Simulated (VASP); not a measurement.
PbF2 (fluorite) relaxed at rising pressure, in one space group throughout; other phases were not tried. The pressures are those reached. These are PBE GGA, VASP's PBE PAW potentials (set 64) (plane waves; VASP) values and carry that method's errors.

| P (GPa) | V (Å³/atom) | k-mesh |
|---|---|---|
| -0.06 | 17.947 | 7×7×7 |
| 5.04 | 16.822 | 7×7×7 |
| 10.04 | 16.015 | 7×7×7 |
| 19.89 | 14.862 | 7×7×7 |
| 29.81 | 14.031 | 7×7×7 |

**Question.** Fit an equation of state and predict the volume at 44.91 GPa.

**Answer.** Least squares on the third-order Birch-Murnaghan form, P = (3B0/2)(y⁷ − y⁵)[1 + (3/4)(B′ − 4)(y² − 1)] with y = (V0/V)^(1/3), gives V0 = 17.931 Å³/atom, B0 = 68 GPa and B′ = 4.7, and so 13.102 Å³/atom. The run gave 13.098 Å³/atom, -0.0 % from the fit.

Pressures at which the relaxation failed are left out.

The compound is PbF2 in the fluorite structure, the β form.
